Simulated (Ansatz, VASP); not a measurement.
# Cross-check of In2SeS between VASP and Ansatz, part 2 of 2

One calculation is typed for both programs; each brings its own data sets. How far apart do they land? Of the first pair: The structure shown is the start of the Ansatz relaxation below; VASP solves that cell, so the two are compared at the walk's first step.

VASP 6.6.1 and Ansatz 0.2.0.

So far. Step 4 (Side by side): The forces differ by 6.9 meV/Å r.m.s., which is 1.9 % of the r.m.s. force of 0.369 eV/Å (both taken over all components). With vacuum in the cell, a pressure given here is an average over mostly empty space and none of the material.

## Step 5: Ansatz: relaxation, PBE

Level of this step: Ansatz beside VASP: Kohn-Sham DFT, plane waves, PBE (Ansatz).

This run makes the geometry at which the two programs are then compared.

The structure compared here is the end of the Ansatz relaxation.

Contents of input.yaml:

```yaml
crystal:
  lattice:
    - [4.01329065, 0.0, 0.0]
    - [-2.00664532, 3.47561166, 0.0]
    - [0.0, 0.0, 20.71316188]
  atoms:
    - { symbol: In, position: [0.66666667, 0.33333333, 0.56885741] }
    - { symbol: In, position: [0.66666667, 0.33333333, 0.44030186] }
    - { symbol: Se, position: [0.0, 0.0, 0.37749481] }
    - { symbol: S, position: [0.0, 0.0, 0.62250519] }
  periodic: [true, true, false]
kpoints:
  mp_grid: { grid: [8, 8, 1] }
scf:
  occupations: { method: fermi_dirac, width: 0.05 }
hamiltonian:
  xc: pbe
  pseudopotentials: { kind: paw }
output:
  forces: true
  stress: true
relax:
  f_tol: 0.02
  max_steps: 50
  cell: {}
```

Started as:

```sh
ansatz run input.yaml --threads 4 --pin off --max-ram 8192MiB --backend cpu --events-out ev --progress --plain --runs-dir out
```

Numbers of over 12 decimals in the logs are rounded to 6 here.

The log of the run:

```text
[...]
Crystal: 4 atoms, lattice volume = 473.555 Å³
Basis set: ecut = 420 eV, 9317 PW (Γ), exchange–correlation on 54×54×480 points (8 copies of the dense FFT grid, shifted against one another)
Bands: 29, of which v1, the nominal top of the filled ones, is band 24 counted from 1 (23 counted from 0)
Symmetry: 6 space group operations
[...]
cell:  # Å, volume = 471.0158 Å³
    - [4.002518, -2.8790026235118066e-9, 0]
    - [-2.001259, 3.466282, 0]
    - [0, 0, 33.949879]
  atoms:
    - { symbol: In, position: [0.666667, 0.333333, 0.349476] }
    - { symbol: In, position: [0.666667, 0.333333, 0.266224] }
    - { symbol: Se, position: [4.625929262378314e-17, 3.8850253387165716e-17, 0.227370] }
    - { symbol: S, position: [4.6259292623783126e-17, 3.516591025884531e-17, 0.382738] }
[key lines of the parts left out:]
SCF converged after 7 iterations
Free energy (F): -17568.918049 eV
Fermi energy:    -5.320771 eV
P = ½ c Tr σ = 0.0064 N/m
```

## Step 6: VASP: single point, PBE, relaxed cell, pair 2

The same cell, functional, mesh and smearing now go to VASP, with its own data sets.

Contents of INCAR:

```
SYSTEM = In2SeS
PREC = Accurate
ENCUT = 400
EDIFF = 1E-06
NELM = 120
ISMEAR = -1
SIGMA = 0.05
LREAL = .FALSE.
ALGO = Normal
GGA = PE
NBANDS = 25
LORBIT = 11
LWAVE = .FALSE.
LCHARG = .FALSE.
ISIF = 2
LDIPOL = .TRUE.
IDIPOL = 3
DIPOL = 0.5 0.5 0.307
LVHAR = .TRUE.
LASPH = .TRUE.
GGA_COMPAT = .FALSE.
EFERMI = MIDGAP
NELMDL = -8
KPAR = 2
```

Contents of POSCAR:

```
In2SeS
1.0
    4.0025180062     -0.0000000029      0.0000000000
   -2.0012590006      3.4662822739      0.0000000000
    0.0000000000      0.0000000000     33.9498793264
In Se S
2 1 1
Direct
    0.6666666667      0.3333333333      0.3494758456
    0.6666666667      0.3333333333      0.2662244151
    0.0000000000      0.0000000000      0.2273701266
    0.0000000000      0.0000000000      0.3827378343
```

Contents of KPOINTS:

```
Automatic mesh
0
Gamma
8 8 1
0 0 0
```

Potentials, in the order of the species: In_d, Se and S (PBE family, release 64).

Started as:

```sh
mpirun -np 2 vasp_std
```

The log of the run:

```text
[... set-up lines as in an earlier step ...]
 entering main loop
       N       E                     dE             d eps       ncg     rms          rms(c)
DAV:   1     0.268388542159E+03    0.26839E+03   -0.13456E+04   620   0.952E+02
DAV:   2     0.157911413415E+02   -0.25260E+03   -0.24877E+03   606   0.273E+02
DAV:   3    -0.145400901284E+02   -0.30331E+02   -0.30132E+02   662   0.114E+02
DAV:   4    -0.154491655316E+02   -0.90908E+00   -0.90718E+00   636   0.252E+01
[...]
DAV:  24    -0.148229857268E+02   -0.39481E-05   -0.51179E-08   386   0.144E-03    0.534E-04
DAV:  25    -0.148229887637E+02   -0.30369E-05   -0.66579E-08   418   0.117E-03    0.308E-04
DAV:  26    -0.148229895027E+02   -0.73907E-06   -0.74405E-09   375   0.622E-04
   1 F= -.14822990E+02 E0= -.14822989E+02  d E =-.504486E-07
```

Parts of OUTCAR (step 6):

```text
  Total       -0.0261662     -0.0261662     -0.0283980      0.0000000      0.0000000      0.0000000
  in kB       -0.0890053     -0.0890053     -0.0965969      0.0000000      0.0000000      0.0000000
  external PRESSURE =      -0.0915359 kB  Pullay stress =       0.0000000 kB

 POSITION                                       TOTAL-FORCE (eV/Angst)
 -----------------------------------------------------------------------------------
      2.00126      1.15543     11.86466         0.000000     -0.000000     -0.011426
      2.00126      1.15543      9.03829        -0.000000      0.000000      0.012555
      0.00000      0.00000      7.71919         0.000000     -0.000000     -0.010792
      0.00000      0.00000     12.99390         0.000000      0.000000      0.009663
 -----------------------------------------------------------------------------------
    total drift:                               -0.000000      0.000000     -0.001001

  FREE ENERGIE OF THE ION-ELECTRON SYSTEM (eV)
  ---------------------------------------------------
  free  energy   TOTEN  =       -14.8229895027 eV

  energy  without entropy=      -14.8229894523  energy(sigma->0) =      -14.82298948

[... 1 part as in an earlier step ...]

[... 2 further parts left out ...]
[key lines of the parts left out:]
E-fermi :  -3.0014
```

## Step 7: Side by side

What differs besides the data sets and the points named for the pairs above, as far as they apply: the data sets hold 48 valence electrons in Ansatz (on its default PAW (the set named soft_2) files) and 38 in VASP. Total energies have different zeros and are not compared.

The two programs side by side:

| quantity | Ansatz | VASP | difference |
| --- | --- | --- | --- |
| gap on the k mesh (eV) | 1.514 | 1.512 | +0.002 |

At this near-relaxed geometry the largest component of a force difference is 15 meV/Å. A gap on the mesh is an upper bound, since the band edges may lie between its points. With vacuum in the cell, a pressure given here is an average over mostly empty space and none of the material.

## Step 8: Results

```
r.m.s. force difference (single point, PBE, start cell, pair 1)           : 1.9 % of the r.m.s. force
difference in gap on the k mesh (single point, PBE, relaxed cell, pair 2) : 0.0020 eV
r.m.s. force difference (single point, PBE, relaxed cell, pair 2)         : 6.4 meV/Å
```

**Reading.** The r.m.s. force difference is 1.9 % of the r.m.s. force (single point, PBE, start cell, pair 1), within the 3 % picked in this series as the mark of a large difference. The data sets hold unlike numbers of valence electrons (48 in Ansatz and 38 in VASP), so part of the differences comes from the potentials. Such differences can come from data sets, numerical settings and the points named under the comparisons, not from the functional's error against experiment.

[Lines on the potential files, build, host, timing and source positions are cut from VASP's logs without a mark.]

[Logs are printed without paths, hosts, clocks, repeated set-up lines and the standing remarks that a program may print on its own settings, such as how far it seeks lower states.]

[Hosts, paths, dates, database ids (printed as entryN), source tags and the programs' standing remarks are cut or masked in the printed files.]
